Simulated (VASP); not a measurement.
Computed with r2SCAN meta-GGA, VASP's PBE PAW potentials (set 64) (plane waves; VASP 6.6.1).

The input files of a VASP run:

### INCAR
```
! general
SYSTEM  = Hg
PREC    = Accurate
ENCUT   = 400
LREAL   = .FALSE.
LASPH   = .TRUE.

! electronic loop
EDIFF   = 1E-7
NELM    = 100
ALGO    = Normal
LMAXMIX = 6
LMIXTAU = .TRUE.

! smearing
ISMEAR  = -5

! functional
METAGGA = R2SCAN

! ions
ISIF    = 2

! output
LWAVE   = .FALSE.
LCHARG  = .FALSE.
LORBIT  = 11
NEDOS   = 601
```

### POSCAR
```
Hg
1
    3.0196272329     0.0000000000    -0.0000000000
    0.0000000000     3.0196272329    -0.0000000000
    0.0000000000     0.0000000000     3.0196272329
Hg
1
Direct
  0.0000000000   0.0000000000   0.0000000000
```

File KPOINTS_OPT:
```
k-points along high-symmetry lines
10
Line-mode
Reciprocal
  0.000000   0.000000   0.000000 ! GAMMA
  0.000000   0.500000   0.000000 ! X

  0.000000   0.500000   0.000000 ! X
  0.500000   0.500000   0.000000 ! M

  0.500000   0.500000   0.000000 ! M
  0.000000   0.000000   0.000000 ! GAMMA

  0.000000   0.000000   0.000000 ! GAMMA
  0.500000   0.500000   0.500000 ! R

  0.500000   0.500000   0.500000 ! R
  0.000000   0.500000   0.000000 ! X

  0.500000   0.500000   0.500000 ! R
  0.500000   0.500000   0.000000 ! M
```

### KPOINTS
```
Automatic mesh
0
Gamma
14 14 14
0 0 0
```

POTCAR, in this order: Hg (PBE.64 set). Program: vasp_std.

What VASP printed:

**OSZICAR**
```
       N       E                     dE             d eps       ncg     rms          rms(c)
DAV:   1     0.642353834606E+01    0.64235E+01   -0.57991E+03  2624   0.925E+02
DAV:   2    -0.524632628938E+02   -0.58887E+02   -0.56301E+02  2494   0.228E+02
DAV:   3    -0.533876245809E+02   -0.92436E+00   -0.92377E+00  2786   0.342E+01
DAV:   4    -0.533885657005E+02   -0.94112E-03   -0.94085E-03  2684   0.108E+00
DAV:   5    -0.533885676521E+02   -0.19516E-05   -0.19514E-05  2712   0.450E-02    0.323E+00
DAV:   6    -0.493040306811E+02    0.40845E+01   -0.28450E+00  2554   0.226E+01    0.517E+00
DAV:   7    -0.493483462241E+02   -0.44316E-01   -0.92595E-02  2524   0.413E+00    0.307E+00
DAV:   8    -0.492972886469E+02    0.51058E-01   -0.12274E-01  2408   0.382E+00    0.590E-01
DAV:   9    -0.493164115690E+02   -0.19123E-01   -0.10512E-01  2400   0.319E+00    0.367E-01
DAV:  10    -0.493143997301E+02    0.20118E-02   -0.94740E-03  2400   0.119E+00    0.310E-01
DAV:  11    -0.493475060427E+02   -0.33106E-01   -0.16127E-02  2400   0.127E+00    0.616E-02
DAV:  12    -0.493479039796E+02   -0.39794E-03   -0.73947E-04  2500   0.276E-01    0.213E-02
DAV:  13    -0.493480026917E+02   -0.98712E-04   -0.28447E-05  2542   0.557E-02    0.168E-02
DAV:  14    -0.493480725460E+02   -0.69854E-04   -0.17870E-05  2468   0.503E-02    0.937E-03
DAV:  15    -0.493481247435E+02   -0.52198E-04   -0.10021E-05  2484   0.343E-02    0.436E-03
DAV:  16    -0.493481260086E+02   -0.12650E-05   -0.10469E-07  2586   0.398E-03    0.381E-03
DAV:  17    -0.493481263272E+02   -0.31868E-06   -0.22938E-07  2518   0.568E-03    0.912E-04
DAV:  18    -0.493481317724E+02   -0.54451E-05   -0.39634E-07  2430   0.672E-03    0.395E-04
DAV:  19    -0.493481315686E+02    0.20376E-06   -0.65915E-09  1306   0.880E-04    0.181E-04
DAV:  20    -0.493481318118E+02   -0.24322E-06   -0.17118E-09  1268   0.423E-04    0.173E-04
DAV:  21    -0.493481317409E+02    0.70964E-07   -0.18144E-09  1232   0.531E-04
   1 F= -.49348132E+02 E0= -.49348132E+02  d E =0.000000E+00
       N       E                     dE             ncg
```

OUTCAR:
```
------------------------ aborting loop because EDIFF is reached ----------------------------------------
  FORCE on cell =-STRESS in cart. coord.  units (eV):
  Direction    XX          YY          ZZ          XY          YZ          ZX
  --------------------------------------------------------------------------------------
  Total        0.0967205      0.0967205      0.0967205      0.0000000      0.0000000     -0.0000000
  in kB        5.6281959      5.6281959      5.6281959      0.0000000      0.0000000     -0.0000000
  external PRESSURE =       5.6281959 kB  Pullay stress =       0.0000000 kB
  volume of cell :       27.53
      direct lattice vectors                 reciprocal lattice vectors
     3.019627233  0.000000000  0.000000000     0.331166705  0.000000000  0.000000000
     0.000000000  3.019627233  0.000000000     0.000000000  0.331166705  0.000000000
     0.000000000  0.000000000  3.019627233     0.000000000  0.000000000  0.331166705
 POSITION                                       TOTAL-FORCE (eV/Angst)
 -----------------------------------------------------------------------------------
      0.00000      0.00000      0.00000         0.000000      0.000000      0.000000
 -----------------------------------------------------------------------------------
    total drift:                               -0.000000      0.000000     -0.000000
  FREE ENERGIE OF THE ION-ELECTRON SYSTEM (eV)
  ---------------------------------------------------
  free  energy   TOTEN  =       -49.3481317409 eV

  energy  without entropy=      -49.3481317409  energy(sigma->0) =      -49.34813174

 total charge

# of ion       s       p       d       tot
------------------------------------------
    1        0.930   0.220   9.324  10.473
```
(Selected blocks of OUTCAR.)

For a metal the tetrahedron method with Blöchl corrections gives inexact stress and forces.

The structure was generated: Hg was put into the simple-cubic type (Pm-3m), which need not be its known phase. It was relaxed first, which changed the volume by +5 %.
